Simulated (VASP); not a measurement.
## Lattice constant a of zinc-blende III-V compounds: measurement against PBE

Computed values from VASP (plane waves, PAW); cells keep the symmetry of their structure type. Static lattice, each level at its own minimum.

Here x stands for PBE a and y for measured a.

| solid | PBE a (Å) | measured a (Å) | cut-off (eV) | basis of the measured value |
|---|---|---|---|---|
| BN | 3.626 | ? | 520 | 0 K, zero-point corrected |
| BP | 4.547 | 4.525 | 520 | 0 K, zero-point corrected |
| GaP | 5.506 | 5.439 | 520 | 0 K, zero-point corrected |
| AlAs | 5.733 | 5.649 | 520 | 0 K, zero-point corrected |
| GaAs | 5.750 | 5.640 | 520 | 0 K, zero-point corrected |
| InP | 5.959 | 5.858 | 520 | 0 K, zero-point corrected |
| InAs | 6.190 | 6.047 | 520 | 0 K, zero-point corrected |
| InSb | 6.635 | 6.468 | 520 | 0 K, zero-point corrected |

Fit y of the 7 rows that show it with a straight line. With u = x - 5.8, the rows have u = -1.2530, -0.2940, -0.0670, -0.0500, 0.1590, 0.3900, 0.8350. Means: u -0.040000, y 5.6609. About the means, the sum of products is 2.3462 and the sum of squares of u is 2.5268; the slope is their ratio. Least squares gives y = 5.6980 + 0.92851·u. Residuals (row less fit): -0.0096, 0.0140, 0.0132, -0.0116, 0.0124, -0.0131, -0.0053; standard error 0.0138 (degrees of freedom: 5). The slope is 0.929 with a standard error of 0.0087. Before the fit, PBE less measured has mean 0.0991, mean absolute 0.0991 and median absolute 0.1010 Å over these 7 rows.

Task: Estimate the missing y (x = 3.626); what was measured?

Result: u = -2.1740, so y = 5.6980 + 0.92851 × (-2.1740) = 3.6794 Å. The measured value is 3.593 Å, 0.0864 Å below the prediction (3.0 % of the range of y in the table). The row lies outside the fitted rows, so this is an extrapolation. From the scatter of the fitted rows alone, a prediction at this place has a standard error of 0.0236 Å, so the miss is 3.7 times that.

Plain PBE misses this row by 0.033 Å. The rows are a random draw of 8 from the 8 solids that have both values on this basis (zero-point corrected by the source), of 11 computed in this series. Not drawn: V to Ni and open 4f shells, rows kept for tests, unfit runs, cells that left their space group, values derived or compiled from fits, values whose temperature is given only as extrapolated, encyclopaedia, home-page and unnamed sources, sources from 2025 on. Measured values as quoted by these papers, many of them computational: BN Tamar Goldzak et al., The Journal of Chemical Physics (2022), arXiv:2208.04865; BP Daniel Mejia-Rodriguez et al., Physical Review B (2018), arXiv:1807.09216; GaP Daniel Mejia-Rodriguez et al., Physical Review B (2018), arXiv:1807.09216; AlAs Daniel Mejia-Rodriguez et al., Physical Review B (2018), arXiv:1807.09216; GaAs Daniel Mejia-Rodriguez et al., Physical Review B (2018), arXiv:1807.09216; InP Daniel Mejia-Rodriguez et al., Physical Review B (2018), arXiv:1807.09216; InAs Daniel Mejia-Rodriguez et al., Physical Review B (2018), arXiv:1807.09216; InSb Daniel Mejia-Rodriguez et al., Physical Review B (2018), arXiv:1807.09216.
